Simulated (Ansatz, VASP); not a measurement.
## Cross-check of MoH (zigzag Mo-H chain) between VASP and Ansatz

One calculation is typed for both programs; each brings its own data sets. How far apart do they land? Of the first pair: The structure shown is the start of the Ansatz relaxation below; VASP solves that cell, so the two are compared at the walk's first step.

Main program and level: Ansatz 0.2.0; plane waves, with VASP 6.6.1 beside it; single point at PBE.

## Step 1: Set-up

The cell holds 2 atoms: 1 Mo and 1 H. Its edges and angles: a = 9.000 Å, b = 7.500 Å, c = 3.169 Å, α = 90.0°, β = 90.0°, γ = 90.0°. Vacuum lies along a and b. The structure's axis is c.

## Step 2: Ansatz: relaxation, PBE

Ansatz runs on its default PAW (the set named soft_2) files.

The two programs are compared at the cell with which this relaxation starts, whose forces are those of its first step.

Input file input.yaml:

```yaml
crystal:
  lattice:
    - [9.0, 0.0, 0.0]
    - [0.0, 7.5, 0.0]
    - [0.0, 0.0, 3.1688989108]
  atoms:
    - { symbol: Mo, position: [0.453196293, 0.5, 0.0], spin: 3.0 }
    - { symbol: H, position: [0.546803707, 0.5, 0.5] }
magnetization:
  spin_polarized: true
kpoints:
  mp_grid: { grid: [1, 1, 26] }
scf:
  occupations: { method: fermi_dirac, width: 0.05 }
hamiltonian:
  xc: pbe
relax:
  cell: { fix: [a, b, alpha, beta, gamma] }
  max_steps: 60
```

Launch:

```bash
$ ansatz run input.yaml --threads 4 --pin off --max-ram 8192MiB --backend cpu --events-out ev --progress --plain --runs-dir out
```

Numbers of over 12 decimals in the logs are rounded to 6 here.

The log of the run:

```text
Engine: ansatz 0.2.0, aarch64-unknown-linux-gnu
Pseudopotentials: kind: paw
Pseudopotential: Mo, paw, valence charge 14, recommended cutoff 420 eV (normal), Mo.paw.azcp
Pseudopotential: H, paw, valence charge 1, recommended cutoff 420 eV (normal), H.paw.azcp
Functional definition: PBE
  parameter kappa = 0.804
  parameter beta = 0.066725
  exchange = pbe_x(kappa = kappa, mu = beta*pi^2/3)
  correlation = pbe_c(beta = beta)
Crystal: 2 atoms, lattice volume = 213.901 Å³
Basis set: ecut = 420 eV, 4217 PW (Γ), exchange–correlation on 128×108×48 points (8 copies of the dense FFT grid, shifted against one another)
Bands: 13, of which v1, the nominal top of the filled ones, is band 8 counted from 1 (7 counted from 0)
Symmetry: 4 space group operations
Space group: Pmm2 (ITA 25), of the structure as read, at distance tolerance 6.0e-5 Å
Magnetic group: BNS 25.57 (UNI 155), of the structure as read, at distance tolerance 6.0e-5 Å
k-points: 14 of 26
Non-local potential: Mo, projectors of the file, l = 0: 3, l = 1: 2, l = 2: 2, l = 3: 1
Non-local potential: H, projectors of the file, l = 0: 2, l = 1: 1
PAW form: soft (Blöchl's): semilocal exchange-correlation on the pseudo side does not see the compensation charge
PAW one-centre angular grid: Mo, 590 points (default); XC on 64 Gauss nodes
PAW one-centre angular grid: H, 110 points (default); XC on 64 Gauss nodes
Initial density: superposition of atomic densities (neutral atoms: chi_scale 0, normalization atom)
Starting moments: Σ|m| = 3 μB on 1 of 2 sites
Initial wavefunctions: pseudopotential atomic-orbital guess
Functional: x = pbe(κ = 0.804, μ = 0.219515), c = pbe(β = 0.066725)
SCF iter   1: F=—  HF=-4967.253673 eV  |F-HF|=—  |Δ(HF+E_count)|=         —  Δρ=1.86e-2 (↑1.40e-2 ↓1.86e-2)  dr2=2.51e0  dr2_m=1.36e-1  M=3.743 μB ∫|m|=3.754 μB  β_m=0.30  ethr=3.10e-3  ⟨swp⟩=6.0  Hψ=2097  notcnv=0
Mixer restart at iter 1: flushing history
preconditioner: auto → LDOS  [metal: Δε(μ)=0.024 eV  Ē_g=5.051 eV  σ=0.050 eV  W_gap=0.12  n_scr=16 (ndim 8)  ℏωp=6.7 eV  f_vac=0.649  D(μ)=5.80/eV (n_scr^D=36)]
spin=Collinear: LDOS preconditioning applied to the charge; magnetization (m = ρ↑ − ρ↓) channel mixes plain (no charge-response kernel on spin).
SCF iter   2: F=—  HF=-4966.868205 eV  |F-HF|=—  |Δ(HF+E_count)|=   3.85e-1  Δρ=1.45e-2 (↑1.06e-2 ↓1.45e-2)  dr2=1.29e0  dr2_m=1.19e-1  M=4.039 μB ∫|m|=4.051 μB  β_m=0.65  ethr=3.10e-3  ⟨swp⟩=2.4  Hψ=800  notcnv=0  defer=7
SCF iter   3: F=—  HF=-4966.828528 eV  |F-HF|=—  |Δ(HF+E_count)|=   3.97e-2  Δρ=5.61e-3 (↑4.70e-3 ↓5.61e-3)  dr2=6.86e-2  dr2_m=3.53e-2  M=4.648 μB ∫|m|=4.672 μB  β_m=0.73  ethr=3.10e-3  ⟨swp⟩=2.8  Hψ=763  notcnv=0  defer=7
SCF iter   4: F=—  HF=-4967.033213 eV  |F-HF|=—  |Δ(HF+E_count)|=         —  Δρ=6.49e-3 (↑6.49e-3 ↓5.20e-3)  dr2=1.36e-2  dr2_m=6.49e-2  M=4.998 μB ∫|m|=5.031 μB  β_m=0.73  ethr=4.58e-4  ⟨swp⟩=2.1  Hψ=765  notcnv=0  defer=13
SCF iter   5: F=—  HF=-4967.042337 eV  |F-HF|=—  |Δ(HF+E_count)|=   9.12e-3  Δρ=1.73e-3 (↑1.73e-3 ↓1.33e-3)  dr2=1.48e-3  dr2_m=4.27e-3  M=5.000 μB ∫|m|=5.039 μB  β_m=0.83  ethr=9.05e-5  ⟨swp⟩=2.4  Hψ=718  notcnv=0  defer=13
SCF iter   6: F=—  HF=-4967.045619 eV  |F-HF|=—  |Δ(HF+E_count)|=   3.28e-3  Δρ=5.62e-4 (↑5.62e-4 ↓2.09e-4)  dr2=1.36e-3  dr2_m=1.68e-4  M=5.000 μB ∫|m|=5.043 μB  β_m=0.71  ethr=9.88e-6  ⟨swp⟩=2.3  Hψ=817  notcnv=0  defer=13
SCF iter   7: F=—  HF=-4967.045356 eV  |F-HF|=—  |Δ(HF+E_count)|=   2.63e-4  Δρ=1.52e-4 (↑1.52e-4 ↓1.17e-4)  dr2=6.44e-5  dr2_m=2.00e-5  M=5.000 μB ∫|m|=5.044 μB  β_m=0.75  ethr=9.06e-6  ⟨swp⟩=2.8  Hψ=659  notcnv=0  defer=13
SCF iter   8: F=—  HF=-4967.045374 eV  |F-HF|=—  |Δ(HF+E_count)|=   1.71e-5  Δρ=3.25e-5 (↑3.25e-5 ↓2.97e-5)  dr2=2.77e-6  dr2_m=1.33e-6  M=5.000 μB ∫|m|=5.044 μB  β_m=0.77  ethr=4.29e-7  ⟨swp⟩=2.5  Hψ=615  notcnv=0  defer=13
SCF iter   9: F=—  HF=-4967.045376 eV  |F-HF|=—  |Δ(HF+E_count)|=   1.96e-6  Δρ=1.14e-5 (↑1.14e-5 ↓7.58e-6)  dr2=5.43e-7  dr2_m=1.20e-7  M=5.000 μB ∫|m|=5.044 μB  β_m=0.71  ethr=1.85e-8  ⟨swp⟩=2.0  Hψ=631  notcnv=0  defer=13
SCF iter  10: F=—  HF=-4967.045376 eV  |F-HF|=—  |Δ(HF+E_count)|=   1.87e-8  Δρ=3.75e-6 (↑3.75e-6 ↓3.47e-6)  dr2=1.93e-8  dr2_m=2.11e-8  M=5.000 μB ∫|m|=5.044 μB  β_m=0.79  ethr=3.62e-9  ⟨swp⟩=2.5  Hψ=495  notcnv=0  defer=13
SCF iter  11: F=-4967.045376 eV  HF=-4967.045376 eV  |F-HF|=1.81e-9  |Δ(HF+E_count)|=   2.37e-8  Δρ=9.23e-7 (↑9.23e-7 ↓8.31e-7)  dr2=3.62e-10  dr2_m=1.40e-9  M=5.000 μB ∫|m|=5.044 μB  ethr=1.29e-10  ⟨swp⟩=1.6  Hψ=1197  notcnv=0
SCF 1 converged in 11 iterations: F = -4967.045376 eV  dr2 = 3.62e-10
  greatest PAW one-centre occupation: 0.999 electrons in one spin orbital (limit 2), on the Mo atom at site 0 (counted from 0), in its partial waves of l = 0
[...]
SCF iter   3: F=—  HF=-4967.092624 eV  |F-HF|=—  |Δ(HF+E_count)|=   1.63e-3  Δρ=4.69e-4 (↑4.69e-4 ↓3.97e-4)  dr2=1.28e-4  dr2_m=3.60e-4  M=5.000 μB ∫|m|=5.060 μB  β_m=0.55  ethr=1.31e-5  ⟨swp⟩=2.4  Hψ=613  notcnv=0
SCF iter   4: F=—  HF=-4967.093881 eV  |F-HF|=—  |Δ(HF+E_count)|=   1.26e-3  Δρ=9.35e-5 (↑9.35e-5 ↓7.05e-5)  dr2=4.80e-6  dr2_m=1.29e-5  M=5.000 μB ∫|m|=5.059 μB  β_m=0.62  ethr=8.54e-7  ⟨swp⟩=2.5  Hψ=714  notcnv=0
SCF iter   5: F=—  HF=-4967.093834 eV  |F-HF|=—  |Δ(HF+E_count)|=   4.69e-5  Δρ=1.57e-5 (↑1.57e-5 ↓1.15e-5)  dr2=2.77e-7  dr2_m=2.88e-7  M=5.000 μB ∫|m|=5.059 μB  β_m=0.66  ethr=3.20e-8  ⟨swp⟩=2.0  Hψ=696  notcnv=0
SCF iter   6: F=—  HF=-4967.093835 eV  |F-HF|=—  |Δ(HF+E_count)|=   8.42e-7  Δρ=5.78e-6 (↑5.78e-6 ↓4.71e-6)  dr2=9.39e-8  dr2_m=4.19e-8  M=5.000 μB ∫|m|=5.059 μB  β_m=0.67  ethr=1.84e-9  ⟨swp⟩=2.0  Hψ=571  notcnv=0
SCF iter   7: F=-4967.093835 eV  HF=-4967.093835 eV  |F-HF|=1.54e-9  |Δ(HF+E_count)|=   2.69e-7  Δρ=1.18e-6 (↑1.09e-6 ↓1.18e-6)  dr2=3.60e-9  dr2_m=1.95e-9  M=5.000 μB ∫|m|=5.059 μB  ethr=6.26e-10  ⟨swp⟩=2.3  Hψ=1259  notcnv=0
SCF 4 converged in 7 iterations: F = -4967.093835 eV  dr2 = 3.60e-9
relax step   4: F+E_penalty+E_count = -4967.09383503 eV  Δ(F+E_penalty+E_count) = -2.847e-3 eV  max|allowed force component| = 5.248e-3 eV/Å  Δτ_max = 0.0336 Å  P = -0.030 GPa  Ω = 224.776 Å³  energy of the carried Pulay correction = -9.190e-4 eV  fix = [a, b, alpha, beta, gamma]  reactions: a -0.024, b -0.124 GPa  (7 SCF iters, dr2 threshold 1.42e-7 eV, accepted)
[...]
relax step   5: F+E_penalty+E_count = -4967.09391605 eV  Δ(F+E_penalty+E_count) = -8.103e-5 eV  max|allowed force component| = 8.816e-4 eV/Å  Δτ_max = 0.0045 Å  P = -0.047 GPa  Ω = 225.563 Å³  energy of the carried Pulay correction = -9.838e-4 eV  fix = [a, b, alpha, beta, gamma]  reactions: a -0.028, b -0.124 GPa  (6 SCF iters, dr2 threshold 8.14e-9 eV, accepted)
[...]
relax step   6: F+E_penalty+E_count = -4967.09510690 eV  Δ(F+E_penalty+E_count) = -1.191e-3 eV  max|allowed force component| = 1.143e-3 eV/Å  Δτ_max = 0.0000 Å  P = -0.045 GPa  Ω = 225.563 Å³  fix = [a, b, alpha, beta, gamma]  reactions: a -0.027, b -0.123 GPa  stress off target by 1.67e-2 GPa on what of the cell is left free  SCF on the basis re-selected at this cell (its energy is not comparable with the rows above)  (12 SCF iters)
basis re-selected at this cell: Δ(F+E_penalty+E_count) = -1.191e-3 eV, ΔP = +0.003 GPa vs the last step (what re-selecting the basis moved, of the pressure what is left beyond the Pulay correction that the steps carried, after the strain that the cell walked since its last selection, with what the two solves' SCF thresholds leave and, on support functions, any second-order correction that the steps lacked; it is no m [...]
SCF converged after 12 iterations
Magnetization: 5.0000 μB (10.0000 up, 5.0000 down)
Absolute magnetization: 5.0595 μB (∫|ρ↑−ρ↓|, with the PAW one-centre terms)
Spin contamination: 0.0098 ħ² per cell (⟨S²⟩ above its minimum at these occupations)
Per-site moments (μB) at R_I (Å): [(1.856178, 0.765827), (0.019232, 0.765827)]
Free energy (F): -4967.095107 eV
Harris-Foulkes:  -4967.095107 eV  (|F-HF|=2.27e-11)
Internal energy: -4967.095105 eV  (E = F + TS)
E sigma→0 (E₀):  -4967.095106 eV
Entropy (-TS):   -0.000002 eV (-0.001 meV/atom)
Fermi energy:    -1.709682 eV
--- Per-component energies (eV) ---
  E_band       = -370.703683
  E_kinetic    = 453.763967
  E_local      = -3050.324864  (includes V_loc(G=0)·N_el)
  E_nonlocal   = 150.572697
  E_hartree    = 1229.506212
  E_xc         = -189.107001
  E_vxc        = -235.899308  (∫ρ·V_xc dr)
  E_paw        = -3204.309803  (= ΣΔE_a)
  E_vpaw       = -147.827466  (= ΣTr[D̂ρ^β])
  E_aug_tail   = -0.001196  (compensation charges beyond the density's cutoff)
  E_ewald      = -357.195117
  E_smearing   = -0.000002  (= −TS)
  E_closure    = -0.000000  (closes the sum)
  Σ components = -4967.095107   (vs F -4967.095107, Δ=0.00e0)
--- Forces (eV/Å), atoms counted from 1 ---
  atom   1  Mo     0.00114334     0.00000000     0.00000000
  atom   2  H     -0.00114357     0.00000000     0.00000000
  max |Σ_I F_I| component: 2.23e-7 eV/Å
--- Stress (GPa, compression-positive) ---
       -0.027095       0.000000       0.000000
        0.000000      -0.123306       0.000000
        0.000000       0.000000       0.016652
  P = ⅓ Tr σ = -0.0446 GPa (-0.446 kbar)
--- Relaxed structure (5 steps of the walk, 5 accepted, 1 SCFs on fresh bases) ---
  F+E_penalty+E_count = -4967.09510690 eV   max|allowed force component| = 1.143e-3 eV/Å   (the final SCF, on the basis selected at the relaxed cell)
  cell:  # Å, volume = 225.5630 Å³
    - [9.0, 0.0, 0.0]
    - [0.0, 7.5, 0.0]
    - [0.0, 0.0, 3.341674]
  atoms:
    - { symbol: Mo, position: [0.455035, 0.5, 0.0] }
    - { symbol: H, position: [0.544965, 0.5, 0.5] }
```

## Step 3: VASP: single point, PBE, start cell, pair 1

The same cell, functional, mesh and smearing now go to VASP, with its own data sets.

Lines of VASP's logs that name or quote its potential files are left out, and so is its time.

Input file INCAR:

```
SYSTEM = MoH
PREC = Accurate
ENCUT = 400
EDIFF = 1E-06
NELM = 200
ISMEAR = -1
SIGMA = 0.05
LREAL = .FALSE.
ALGO = Normal
GGA = PE
NBANDS = 16
ISPIN = 2
MAGMOM = 1.86 0.02
LASPH = .TRUE.
LMAXMIX = 4
LORBIT = 11
LWAVE = .FALSE.
LCHARG = .FALSE.
ISIF = 2
GGA_COMPAT = .FALSE.
```

Input file POSCAR:

```
MoH
1.0
    9.0000000000      0.0000000000      0.0000000000
    0.0000000000      7.5000000000      0.0000000000
    0.0000000000      0.0000000000      3.1688990000
Mo H
1 1
Direct
    0.4531963333      0.5000000000      0.0000000000
    0.5468036667      0.5000000000      0.4999998422
```

Input file KPOINTS:

```
Automatic mesh
0
Gamma
1 1 26
0 0 0
```

The projector-augmented-wave data sets are Mo_sv and H (PBE family, release 64).

Launch:

```bash
$ mpirun -np 1 vasp_std
```

The log of the run:

```text
[banner, memory and clock lines left out]
running    1 mpi-ranks, on    1 nodes
 distrk:  each k-point on    1 cores,    1 groups
 distr:  one band on    1 cores,    1 groups

 POSCAR found type information on POSCAR MoH
 POSCAR found :  2 types and       2 ions
 LDA part: xc-table for (Slater+PW92), standard interpolation
 POSCAR, INCAR and KPOINTS ok, starting setup
 FFT: planning ... GRIDC
 FFT: planning ... GRID_SOFT
 FFT: planning ... GRID
 WAVECAR not read
 entering main loop
       N       E                     dE             d eps       ncg     rms          rms(c)
DAV:   1     0.267715110537E+02    0.26772E+02   -0.73921E+03  1336   0.522E+02
DAV:   2    -0.686646367557E+01   -0.33638E+02   -0.30011E+02  1224   0.122E+02
DAV:   3    -0.913977227277E+01   -0.22733E+01   -0.20304E+01  1008   0.200E+01
DAV:   4    -0.918502396467E+01   -0.45252E-01   -0.44772E-01  1168   0.259E+00
DAV:   5    -0.918575597074E+01   -0.73201E-03   -0.73188E-03  1112   0.317E-01    0.829E+00
DAV:   6    -0.881538090649E+01    0.37038E+00   -0.24904E+00   976   0.900E+00    0.557E+00
DAV:   7    -0.874429270927E+01    0.71088E-01   -0.53486E-01  1016   0.322E+00    0.296E+00
DAV:   8    -0.874298030659E+01    0.13124E-02   -0.41198E-01  1120   0.310E+00    0.169E+00
DAV:   9    -0.906727995534E+01   -0.32430E+00   -0.17025E-01   984   0.198E+00    0.109E+00
DAV:  10    -0.927188218538E+01   -0.20460E+00   -0.11051E-01  1016   0.173E+00    0.539E-01
DAV:  11    -0.939114402552E+01   -0.11926E+00   -0.65258E-02   976   0.113E+00    0.251E-01
DAV:  12    -0.945370868210E+01   -0.62565E-01   -0.15085E-01  1136   0.115E+00    0.160E-01
DAV:  13    -0.946158715773E+01   -0.78785E-02   -0.83757E-03  1016   0.345E-01    0.858E-02
DAV:  14    -0.947221217853E+01   -0.10625E-01   -0.49330E-03  1048   0.266E-01    0.607E-02
[...]
DAV:  18    -0.947911995871E+01   -0.28903E-02   -0.83877E-04  1072   0.676E-02    0.129E-02
DAV:  19    -0.948062820887E+01   -0.15083E-02   -0.96580E-05  1016   0.292E-02    0.502E-03
DAV:  20    -0.948092940197E+01   -0.30119E-03   -0.12637E-04  1096   0.222E-02    0.253E-03
DAV:  21    -0.948096357831E+01   -0.34176E-04   -0.13529E-05   968   0.115E-02    0.264E-03
DAV:  22    -0.948099880276E+01   -0.35224E-04   -0.14303E-06   976   0.443E-03    0.868E-04
DAV:  23    -0.948101411624E+01   -0.15313E-04   -0.16612E-07   904   0.144E-03    0.606E-04
DAV:  24    -0.948102950822E+01   -0.15392E-04   -0.30670E-07   848   0.177E-03    0.332E-04
DAV:  25    -0.948102966015E+01   -0.15193E-06   -0.24036E-08   976   0.691E-04
   1 F= -.94810297E+01 E0= -.94809981E+01  d E =-.630477E-04  mag=     4.9999
```

OUTCAR, selected parts (step 3):

```text
ion  position               nearest neighbor table
   1  0.453  0.500  0.000-   2 1.79   2 1.79
   2  0.547  0.500  0.500-   1 1.79   1 1.79

  LATTYP: Found a simple orthorhombic cell.
 ALAT       =     3.1688990000
 B/A-ratio  =     2.3667526166
 C/A-ratio  =     2.8401031399

 Subroutine GETGRP returns: Found  4 space group operations
 (whereof  4 operations were pure point group operations)

The static configuration has the point symmetry C_2v.

 Found     14 irreducible k-points:

   k-points           NKPTS =     14   k-points in BZ     NKDIM =     14   number of bands    NBANDS=     16

   dimension x,y,z NGX =    60 NGY =   50 NGZ =   24
   dimension x,y,z NGXF=   120 NGYF=  100 NGZF=   48

   ENCUT  =  400.0 eV  29.40 Ry    5.42 a.u.  14.68 12.23  5.17*2*pi/ulx,y,z

   NELECT =      15.0000    total number of electrons

 k-points in reciprocal lattice and weights: Automatic mesh
   0.00000000  0.00000000  0.00000000       0.038
   0.00000000  0.00000000  0.03846154       0.077
   0.00000000  0.00000000  0.07692308       0.077
   0.00000000  0.00000000  0.11538462       0.077
   0.00000000  0.00000000  0.15384615       0.077
   0.00000000  0.00000000  0.19230769       0.077
   0.00000000  0.00000000  0.23076923       0.077
   0.00000000  0.00000000  0.26923077       0.077
   0.00000000  0.00000000  0.30769231       0.077
[...]
0.00000000  0.00000000  0.46153846       0.077
   0.00000000  0.00000000  0.50000000       0.038

 average (electrostatic) potential at core
       1 -83.4985       2 -39.3498

 E-fermi :  -2.2768

 spin component 1
 k-point     1 :       0.0000    0.0000    0.0000
  band No.  band energies     occupation
    ...
      6      -4.0492      1.00000
      7      -3.8792      1.00000
      8      -3.8024      1.00000
      9      -2.7407      0.99991
     10      -2.6203      0.99896
     11      -1.9184      0.00077
     12      -0.8361      0.00000
     13       0.8098      0.00000
     14       1.8909      0.00000
     15       2.6478      0.00000
    ...

 k-point     2 :       0.0000    0.0000    0.0385
  band No.  band energies     occupation
    ...
      6      -4.0375      1.00000
      7      -3.8733      1.00000
      8      -3.7967      1.00000
      9      -2.8788      0.99999
     10      -2.6808      0.99969
     11      -1.7676      0.00004
     12      -0.7705      0.00000
     13       0.8297      0.00000
     14       1.9100      0.00000
     15       2.6808      0.00000
    ...

 k-point     3 :       0.0000    0.0000    0.0769
  band No.  band energies     occupation
    ...
      6      -4.0032      1.00000
      7      -3.8561      1.00000
      8      -3.7796      1.00000
      9      -3.1473      1.00000
     10      -2.8398      0.99999
     11      -1.4572      0.00000
     12      -0.5952      0.00000
     13       0.8894      0.00000
     14       1.9673      0.00000
     15       2.7783      0.00000
    ...

 k-point     4 :       0.0000    0.0000    0.1154
  band No.  band energies     occupation
    ...
      6      -3.9517      1.00000
      7      -3.8303      1.00000
      8      -3.7522      1.00000
      9      -3.4187      1.00000
     10      -3.0549      1.00000
     11      -1.1022      0.00000
     12      -0.3491      0.00000
     13       0.9887      0.00000
     14       2.0625      0.00000
     15       2.9365      0.00000
    ...

 k-point     5 :       0.0000    0.0000    0.1538
  band No.  band energies     occupation
    ...
      6      -3.9132      1.00000
      7      -3.7991      1.00000
      8      -3.7157      1.00000
      9      -3.6207      1.00000
     10      -3.2934      1.00000
     11      -0.7326      0.00000
     12      -0.0602      0.00000
     13       1.1272      0.00000
     14       2.1951      0.00000
     15       3.1489      0.00000
    ...

 k-point     6 :       0.0000    0.0000    0.1923
  band No.  band energies     occupation
    ...
      6      -3.9850      1.00000
      7      -3.7364      1.00000
      8      -3.6732      1.00000
      9      -3.6626      1.00000
     10      -3.5341      1.00000
     11      -0.3560      0.00000
     12       0.2569      0.00000
     13       1.3045      0.00000
     14       2.3646      0.00000
     15       3.4071      0.00000
    ...

  Total        0.2079207     -0.3321311      2.0758228      0.0000000      0.0000000      0.0000000
  in kB        1.5573854     -2.4877573     15.5485069      0.0000000      0.0000000      0.0000000
  external PRESSURE =       4.8727117 kB  Pullay stress =       0.0000000 kB

  energy-cutoff  :      400.00
  volume of cell :      213.90
      direct lattice vectors                 reciprocal lattice vectors
     9.000000000  0.000000000  0.000000000     0.111111111  0.000000000  0.000000000
     0.000000000  7.500000000  0.000000000     0.000000000  0.133333333  0.000000000
     0.000000000  0.000000000  3.168899000     0.000000000  0.000000000  0.315567016

 POSITION                                       TOTAL-FORCE (eV/Angst)
 -----------------------------------------------------------------------------------
      4.07877      3.75000      0.00000        -0.480261      0.000000      0.000000
      4.92123      3.75000      1.58445         0.480261      0.000000      0.000000
 -----------------------------------------------------------------------------------
    total drift:                               -0.000328     -0.000000     -0.000014

  FREE ENERGIE OF THE ION-ELECTRON SYSTEM (eV)
  ---------------------------------------------------
  free  energy   TOTEN  =        -9.4810296601 eV

  energy  without entropy=       -9.4809666125  energy(sigma->0) =       -9.48099814

 total charge
# of ion       s       p       d       tot
------------------------------------------
    1        2.273   6.038   3.936  12.247
    2        0.583   0.016   0.000   0.599
--------------------------------------------------
tot          2.856   6.054   3.936  12.845

 magnetization (x)
# of ion       s       p       d       tot
------------------------------------------
    1        0.148   0.047   3.526   3.721
    2       -0.034   0.012   0.000  -0.022
--------------------------------------------------
tot          0.114   0.060   3.526   3.700

[... 6 further parts left out ...]
```

(Continued in part 2 of 2.)

[Lines on the potential files, build, host, timing and source positions are cut from VASP's logs without a mark.]

[Logs are printed without paths, hosts, clocks, repeated set-up lines and the standing remarks that a program may print on its own settings, such as how far it seeks lower states.]

[Hosts, paths, dates, database ids (printed as entryN), source tags and the programs' standing remarks are cut or masked in the printed files.]
